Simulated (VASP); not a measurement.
Given:

```xyz
9
Lattice="2.5052 -4.3392 0.0000 2.5052 4.3392 0.0000 0.0000 0.0000 5.5038" Properties=species:S:1:pos:R:3 pbc="T T T"
Si     1.1895     2.0603     1.8346
Si     2.6314     0.0000     5.5038
Si     1.1895    -2.0603     3.6692
O      1.6878     0.6761     1.1431
O      3.5811     1.1236     4.8123
O      2.2469    -2.5395     2.5261
O      3.5811    -1.1236     0.6915
O      1.6878    -0.6761     4.3607
O      2.2469     2.5395     2.9777
```

All values below come from PBE GGA, VASP's PBE PAW potentials (set 64) (plane waves; VASP 6.6.1). Run with 520 eV cut-off, Gaussian smearing of 0.050 eV, potentials Si O.

Task: Give the energies of bands 13 to 26 at the high-symmetry points, in eV from the valence-band maximum.

Result: 
| band | Γ | M | K | A | L | H |
|---|---|---|---|---|---|---|
| 13 | -2.79 | -2.96 | -2.85 | -2.63 | -3.09 | -3.16 |
| 14 | -2.79 | -2.83 | -2.85 | -2.63 | -3.07 | -2.73 |
| 15 | -2.64 | -2.54 | -2.70 | -2.49 | -2.35 | -2.73 |
| 16 | -2.39 | -2.20 | -1.98 | -1.94 | -2.06 | -1.90 |
| 17 | -1.49 | -2.03 | -1.98 | -1.94 | -2.03 | -1.88 |
| 18 | -1.49 | -1.70 | -1.92 | -1.82 | -1.49 | -1.88 |
| 19 | -1.48 | -1.67 | -1.64 | -1.82 | -1.24 | -0.91 |
| 20 | -0.95 | -1.07 | -1.22 | -1.54 | -1.14 | -0.91 |
| 21 | -0.94 | -1.01 | -1.22 | -1.14 | -0.84 | -0.91 |
| 22 | -0.54 | -0.79 | -0.42 | -0.15 | -0.77 | -0.76 |
| 23 | -0.33 | -0.26 | -0.42 | -0.15 | -0.59 | -0.57 |
| 24 | -0.33 | -0.02 | 0.00 | -0.11 | -0.20 | -0.57 |
| 25 | 5.69 | 7.86 | 8.56 | 7.59 | 8.39 | 8.41 |
| 26 | 9.07 | 8.64 | 8.56 | 7.59 | 8.95 | 9.56 |

The gap is indirect, 5.69 eV, from the valence maximum at K to the conduction minimum at Γ.

Measured: gap 9.70 eV (computed value off by -4.01 eV), as given by Wei Chen et al., Physical Review Materials (2018), doi:10.1103/physrevmaterials.2.073803 [computed exciton binding energy of 1.2 eV added to the absorption spectrum's value].

The compound is SiO2 in the quartz structure. It was relaxed first, which changed the volume by +6 %.
